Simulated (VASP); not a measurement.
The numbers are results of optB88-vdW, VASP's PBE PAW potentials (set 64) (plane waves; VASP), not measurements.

VASP input:

INCAR:
```
AGGAC  =  0.0
ALGO  =  Normal
EDIFF  =  1E-7
ENCUT  =  520
GGA  =  BO
ISIF  =  2
ISMEAR  =  -5
LASPH  =  .TRUE.
LCHARG  =  .TRUE.
LEFG  =  .TRUE.
LMAXMIX  =  4
LORBIT  =  11
LREAL  =  .FALSE.
LUSE_VDW  =  .TRUE.
LWAVE  =  .FALSE.
NEDOS  =  601
NELM  =  100
PARAM1  =  0.1833333333
PARAM2  =  0.22
PREC  =  Accurate
SYSTEM  =  SrCl2
```

KPOINTS:
```
Automatic mesh
0
Gamma
6 6 6
0 0 0
```

**POSCAR**
```
SrCl2
6.9718040
  0.0000000000   0.5000000289   0.5000000289
  0.5000000289   0.0000000000   0.5000000289
  0.5000000289   0.5000000289   0.0000000000
Sr Cl
1 2
direct
  0.0000000000   0.0000000000   0.0000000000
  0.2500000000   0.2500000000   0.2500000000
  0.7500000000   0.7500000000   0.7500000000
```

POTCAR, in this order: Sr_sv Cl (PBE.64 set). Program: vasp_std.

Output of the run:

### OSZICAR
```
       N       E                     dE             d eps       ncg     rms          rms(c)
DAV:   1     0.155814407967E+03    0.15581E+03   -0.11725E+04   512   0.135E+03
DAV:   2     0.168397158825E+01   -0.15413E+03   -0.15217E+03   656   0.249E+02
DAV:   3    -0.755146052199E+01   -0.92354E+01   -0.92270E+01   744   0.657E+01
DAV:   4    -0.783444776298E+01   -0.28299E+00   -0.28294E+00   896   0.861E+00
DAV:   5    -0.783632432762E+01   -0.18766E-02   -0.18765E-02   728   0.707E-01    0.136E+01
DAV:   6    -0.747033984588E+01    0.36598E+00   -0.96139E-01   680   0.539E+00    0.892E+00
DAV:   7    -0.745570601496E+01    0.14634E-01   -0.48253E-01   752   0.407E+00    0.217E+00
DAV:   8    -0.745249182653E+01    0.32142E-02   -0.68314E-02   648   0.152E+00    0.290E-01
DAV:   9    -0.745280825346E+01   -0.31643E-03   -0.25919E-03   720   0.316E-01    0.119E-01
DAV:  10    -0.745301372741E+01   -0.20547E-03   -0.32870E-04   624   0.153E-01    0.200E-02
DAV:  11    -0.745302220003E+01   -0.84726E-05   -0.35733E-05   848   0.404E-02    0.249E-02
DAV:  12    -0.745302254802E+01   -0.34799E-06   -0.25529E-06   664   0.101E-02    0.107E-02
DAV:  13    -0.745302274693E+01   -0.19890E-06   -0.19369E-06   744   0.772E-03    0.148E-03
DAV:  14    -0.745302274499E+01    0.19406E-08   -0.54220E-08   504   0.191E-03
   1 F= -.74530227E+01 E0= -.74530227E+01  d E =0.000000E+00
```

OUTCAR:
```
------------------------ aborting loop because EDIFF is reached ----------------------------------------
  FORCE on cell =-STRESS in cart. coord.  units (eV):
  Direction    XX          YY          ZZ          XY          YZ          ZX
  --------------------------------------------------------------------------------------
  Total       -0.0157584     -0.0157584     -0.0157584      0.0000000     -0.0000000      0.0000000
  in kB       -0.2980210     -0.2980210     -0.2980210      0.0000000     -0.0000000      0.0000000
  external PRESSURE =      -0.2980210 kB  Pullay stress =       0.0000000 kB
  volume of cell :       84.72
      direct lattice vectors                 reciprocal lattice vectors
     0.000000000  3.485902202  3.485902202    -0.143434890  0.143434890  0.143434890
     3.485902202  0.000000000  3.485902202     0.143434890 -0.143434890  0.143434890
     3.485902202  3.485902202  0.000000000     0.143434890  0.143434890 -0.143434890
 POSITION                                       TOTAL-FORCE (eV/Angst)
 -----------------------------------------------------------------------------------
      0.00000      0.00000      0.00000         0.000000      0.000000     -0.000000
      1.74295      1.74295      1.74295        -0.000000     -0.000000      0.000000
      5.22885      5.22885      5.22885         0.000000      0.000000     -0.000000
 -----------------------------------------------------------------------------------
    total drift:                               -0.000000     -0.000000      0.000000
  FREE ENERGIE OF THE ION-ELECTRON SYSTEM (eV)
  ---------------------------------------------------
  free  energy   TOTEN  =        -7.4530227450 eV

  energy  without entropy=       -7.4530227450  energy(sigma->0) =       -7.45302274

 total charge

# of ion       s       p       d       tot
------------------------------------------
    1        1.995   5.744   0.153   7.891
    2        1.605   3.581   0.000   5.186
    3        1.605   3.581   0.000   5.186
--------------------------------------------------
tot          5.205  12.905   0.153  18.263

 Electric field gradients after diagonalization (V/A^2)
 (convention: |V_zz| > |V_xx| > |V_yy|)
----------------------------------------------------------------------
 ion       V_xx      V_yy      V_zz     asymmetry (V_yy - V_xx)/ V_zz
----------------------------------------------------------------------
   1       0.000     0.000    -0.000       0.000
   2      -0.000    -0.000     0.000       0.000
   3      -0.000    -0.000     0.000       0.000
```
(Selected blocks of OUTCAR.)

The compound is SrCl2 in the fluorite structure. It was relaxed first.
